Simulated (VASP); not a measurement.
Input of a VASP 6.6.1 run:

File INCAR:

```
PREC = Accurate ; ENCUT = 520
EDIFF = 1E-6 ; ISMEAR = 0
SIGMA = 0.1 ; LREAL = F
LASPH = T ; NELM = 100
ALGO = Fast ; ISIF = 2
LWAVE = F ; LCHARG = F
NBANDS = 18
```

The input KPOINTS:

```
regular mesh
0
Gamma
  14 14 14
```

POSCAR

```
ScPt
1.0
    3.2290365256      0.0000000000      0.0000000000
    0.0000000000      3.2290365256      0.0000000000
    0.0000000000      0.0000000000      3.2290365256
Sc Pt
1 1
Direct
    0.5000000000      0.5000000000      0.5000000000
    0.0000000000      0.0000000000      0.0000000000
```

Potentials or basis: VASP PAW LDA potentials, release 64 (Sc_sv, Pt).

The run is started by

```bash
$ cat potpaw_LDA.64/Sc_sv/POTCAR potpaw_LDA.64/Pt/POTCAR > POTCAR
$ mpirun -np 1 vasp_std > vasp.out
```

Q: Predict the band gap on the k mesh.

A: None (metal or under the smearing width).

Q: Predict the pressure.

A: 0.7 GPa.

The run has no spin-orbit coupling, so splittings on Pt are missing.
